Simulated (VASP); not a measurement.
Output of a VASP run:

OSZICAR:
```
...
RMM:  10    -0.808730354136E-01   -0.19034E-07    0.45243E-08  4406   0.361E-05    0.827E-06
RMM:  11    -0.808730457721E-01   -0.10359E-07    0.68241E-09  4399   0.227E-05    0.171E-06
RMM:  12    -0.808730489260E-01   -0.31538E-08    0.37874E-08  4769   0.995E-06    0.113E-06
 Linear response progress:
  Degree of freedom:   2/  3
       N       E                     dE             d eps       ncg     rms          rms(c)
RMM:   1    -0.866721179573E-01   -0.86672E-01    0.37257E-02  8417   0.174E+00
RMM:   2    -0.843040912216E-01    0.23680E-02   -0.34475E-03  5912   0.354E-01    0.921E-02
RMM:   3    -0.841564090794E-01    0.14768E-03   -0.15490E-04  6264   0.656E-02    0.524E-02
RMM:   4    -0.841483453725E-01    0.80637E-05   -0.70038E-05  6280   0.502E-02    0.984E-03
RMM:   5    -0.841823227359E-01   -0.33977E-04   -0.52629E-06  6597   0.910E-03    0.366E-03
RMM:   6    -0.842080525611E-01   -0.25730E-04   -0.37032E-06  6289   0.511E-03    0.851E-04
RMM:   7    -0.842087651643E-01   -0.71260E-06    0.28257E-06  6572   0.131E-03    0.355E-04
RMM:   8    -0.842081461955E-01    0.61897E-06    0.12769E-06  6217   0.732E-04    0.861E-05
RMM:   9    -0.842081249287E-01    0.21267E-07    0.69449E-07  6398   0.203E-04    0.248E-05
RMM:  10    -0.842080731400E-01    0.51789E-07    0.11911E-09  6814   0.923E-05    0.115E-05
RMM:  11    -0.842081252120E-01   -0.52072E-07    0.34236E-07  8155   0.351E-05    0.276E-06
RMM:  12    -0.842081237005E-01    0.15115E-08    0.23817E-07  8958   0.182E-05    0.143E-06
RMM:  13    -0.842081259469E-01   -0.22465E-08    0.14358E-07  8944   0.160E-05    0.398E-07
RMM:  14    -0.842081255383E-01    0.40867E-09    0.14576E-07  8340   0.148E-05    0.178E-07
RMM:  15    -0.842081251746E-01    0.36364E-09    0.14111E-07  7935   0.148E-05    0.761E-08
 Linear response progress:
  Degree of freedom:   3/  3
       N       E                     dE             d eps       ncg     rms          rms(c)
RMM:   1    -0.909504692060E-01   -0.90950E-01    0.41923E-02  9037   0.182E+00
RMM:   2    -0.860328833007E-01    0.49176E-02   -0.44656E-03  5871   0.428E-01    0.138E-01
RMM:   3    -0.859726442717E-01    0.60239E-04   -0.25841E-04  6258   0.825E-02    0.761E-02
RMM:   4    -0.859981387798E-01   -0.25495E-04   -0.26209E-05  6382   0.337E-02    0.320E-02
RMM:   5    -0.860230636673E-01   -0.24925E-04   -0.55698E-06  6360   0.199E-02    0.485E-03
RMM:   6    -0.860043277683E-01    0.18736E-04    0.48973E-06  6402   0.607E-03    0.108E-03
RMM:   7    -0.860061260331E-01   -0.17983E-05   -0.45943E-07  6540   0.170E-03    0.382E-04
RMM:   8    -0.860089565320E-01   -0.28305E-05    0.19992E-06  6353   0.777E-04    0.105E-04
RMM:   9    -0.860086449001E-01    0.31163E-06    0.25022E-06  6594   0.246E-04    0.385E-05
RMM:  10    -0.860088275121E-01   -0.18261E-06    0.34103E-06  7071   0.107E-04    0.147E-05
RMM:  11    -0.860088494269E-01   -0.21915E-07    0.29187E-06  8488   0.498E-05    0.295E-06
RMM:  12    -0.860088478266E-01    0.16003E-08    0.27886E-06  9200   0.293E-05    0.172E-06
RMM:  13    -0.860088481730E-01   -0.34642E-09    0.28721E-06  8943   0.279E-05    0.341E-07
RMM:  14    -0.860088484981E-01   -0.32507E-09    0.28577E-06  8617   0.260E-05    0.197E-07
RMM:  15    -0.860088480566E-01    0.44151E-09    0.28605E-06  8249   0.260E-05    0.795E-08
 Linear response finished
```

OUTCAR:
```
------------------------ aborting loop because EDIFF is reached ----------------------------------------

 HEAD OF MICROSCOPIC STATIC DIELECTRIC TENSOR (INDEPENDENT PARTICLE, excluding Hartree and local field effects)
 ------------------------------------------------------
           8.887493    -0.000001     0.000000
          -0.000001     8.887496     0.000000
           0.000000    -0.000000    13.780629
 ------------------------------------------------------

 MACROSCOPIC STATIC DIELECTRIC TENSOR (including local field effects in DFT)
 ------------------------------------------------------
           7.562596    -0.000001     0.000000
          -0.000001     7.562599     0.000000
           0.000000    -0.000000    12.820049
 ------------------------------------------------------

 PIEZOELECTRIC TENSOR (including local field effects)  for field in x, y, z        (e  Angst)
          XX          YY          ZZ          XY          YZ          ZX
  --------------------------------------------------------------------------------
  x    -1.58837     1.58837     0.00000    -0.00000    -0.03060    -0.00000
  y    -0.00000     0.00000     0.00000     1.58837     0.00000     0.03061
  z     0.00000     0.00000     0.00000    -0.00000     0.00000    -0.00000

 PIEZOELECTRIC TENSOR (including local field effects)  for field in x, y, z        (C/m^2)
          XX          YY          ZZ          XY          YZ          ZX
  --------------------------------------------------------------------------------
  x    -0.28279     0.28279     0.00000    -0.00000    -0.00545    -0.00000
  y    -0.00000     0.00000     0.00000     0.28279     0.00000     0.00545
  z     0.00000     0.00000     0.00000    -0.00000     0.00000    -0.00000

 BORN EFFECTIVE CHARGES (including local field effects) (in |e|, cummulative output)
 ---------------------------------------------------------------------------------
 ion    1
    1     0.61184     0.00000    -0.00000
    2     0.00000    -0.61184     0.34738
    3    -0.00000     0.65289     0.00000
 ion    2
    1    -0.30592    -0.52987    -0.30084
    2    -0.52987     0.30592    -0.17369
    3    -0.56542    -0.32645     0.00000
 ion    3
    1    -0.30592     0.52987     0.30084
    2     0.52987     0.30592    -0.17369
    3     0.56542    -0.32645     0.00000

   1 f  =    7.014530 THz    44.073590 2PiTHz  233.979524 cm-1    29.009751 meV
             X         Y         Z           dx          dy          dz
      0.990782  0.000000  1.675199    -0.577350    0.000000    0.000000
     -0.495391  0.858042  3.350402     0.288675   -0.500000    0.000000
      1.778191  3.079919  0.000000     0.288675    0.500000   -0.000001

   2 f  =    6.635405 THz    41.691480 2PiTHz  221.333293 cm-1    27.441819 meV
             X         Y         Z           dx          dy          dz
      0.990782  0.000000  1.675199    -0.167311    0.201284    0.559622
     -0.495391  0.858042  3.350402     0.257982    0.044304   -0.682749
      1.778191  3.079919  0.000000    -0.090614   -0.245520    0.123128

   3 f  =    6.635405 THz    41.691480 2PiTHz  221.333293 cm-1    27.441819 meV
             X         Y         Z           dx          dy          dz
      0.990782  0.000000  1.675199    -0.201239   -0.167349   -0.465273
     -0.495391  0.858042  3.350402    -0.044259    0.257944   -0.252010
      1.778191  3.079919  0.000000     0.245566   -0.090651    0.717283

   4 f  =    3.802151 THz    23.889620 2PiTHz  126.826108 cm-1    15.724426 meV
             X         Y         Z           dx          dy          dz
      0.990782  0.000000  1.675199     0.330567   -0.394404    0.283683
     -0.495391  0.858042  3.350402    -0.506848   -0.089087   -0.347758
      1.778191  3.079919  0.000000     0.176271    0.483478    0.064075

   5 f  =    3.802151 THz    23.889620 2PiTHz  126.826108 cm-1    15.724426 meV
...
```
(Selected blocks of OUTCAR.)

### POSCAR
```
Se
1
    4.5471650000     0.0000000000     0.0000000000
   -2.2735830000     3.9379610000     0.0000000000
    0.0000000000     0.0000000000     5.0256010000
Se
3
Direct
  0.2178900000   0.0000000000   0.3333330000
  0.0000000000   0.2178900000   0.6666670000
  0.7821100000   0.7821100000   0.0000000000
```

Task: Write an INCAR and KPOINTS that could have produced this output.

Result: This is not unique; one that fits is the input of the run itself, PBE GGA, plane waves, VASP's PBE PAW potentials (set 64).

KPOINTS:
```
Automatic mesh
0
Gamma
7 7 6
0 0 0
```

**INCAR**
```
# general
SYSTEM    =  Se
PREC      =  Accurate
ENCUT     =  300
LREAL     =  .FALSE.
LASPH     =  .TRUE.

# electronic loop
EDIFF     =  1E-8
NELM      =  100
ALGO      =  Normal
LMAXMIX   =  4

# smearing
ISMEAR    =  0
SIGMA     =  0.01

# functional
GGA       =  PE

# ions
IBRION    =  8
NSW       =  1
ISIF      =  2

# output
LWAVE     =  .FALSE.
LCHARG    =  .FALSE.

# other
LEPSILON  =  .TRUE.
```

POTCAR, in this order: Se (PBE.64 set). Program: vasp_std.

The dielectric response may not be converged in the k-mesh; for small gaps it tends to come out too large.

The structure comes from a computed database's Se entry; how it stands against other phases isn't given here. The cell was not relaxed at this level. The run is one of a series of settings (EDIFF = 1E-8, IBRION = 8, LEPSILON = .TRUE., NSW = 1 against the base run), some of them coarse on purpose.
